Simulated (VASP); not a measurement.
```xyz
2
Lattice="0.0000 2.4656 2.4656 2.4656 0.0000 2.4656 2.4656 2.4656 0.0000" Properties=species:S:1:pos:R:3 pbc="T T T"
Eu     0.0000     0.0000     0.0000
O      2.4656     2.4656     2.4656
```

Level of theory: PBE GGA with D3 dispersion (zero damping), VASP's PBE PAW potentials (set 64) (plane waves; VASP). Run with 520 eV cut-off, 8×8×8 Γ-centred mesh, Gaussian smearing of 0.050 eV, potentials Eu_2 O.

The 4f electrons are frozen in the core of the lanthanide potential, so 4f levels, which can set the real gap, and their magnetism are missing.

Problem. Estimate the energy per atom (σ→0), band gap (on the k-mesh) with the smallest direct gap where there is one.

Solution. 
```yaml
band gap (on the k-mesh): 2.64 eV
smallest direct gap (on the k-mesh): 2.64 eV
energy per atom (σ→0): -6.844 eV/atom
```

The compound is EuO in the rock salt structure. It was relaxed first, which changed the volume by -12 %. The start is the result of an earlier pass.
